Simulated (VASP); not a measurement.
Shape and ions are relaxed at each volume.

Energy against volume of Ho (hcp). Method: optB88-vdW, VASP's PBE PAW potentials (set 64) (plane waves; VASP).

The 4f electrons are frozen in the core of the lanthanide potential, so 4f levels, which can set the real gap, and their magnetism are missing.

```tsv
V (Å³/atom)	E (eV/atom)
28.510	-1.84225
29.420	-1.85431
30.330	-1.85767
31.240	-1.85368
32.149	-1.84331
```

Q: Fit a third-order Birch-Murnaghan equation of state.

A: 
| Quantity | Value |
|---|---|
| volume per atom | 30.27 Å³/atom |
| bulk modulus | 43.7 GPa |
| pressure derivative of the bulk modulus | 4.18 |

Measured: bulk modulus 40.2 GPa (computed value off by +8.8 %), as given by Wikipedia, Holmium (infobox). The calculation is for a static lattice, while the measured bulk modulus holds thermal and zero-point effects, which are part of the difference.

The compound is Ho in the hcp structure. It was relaxed first.
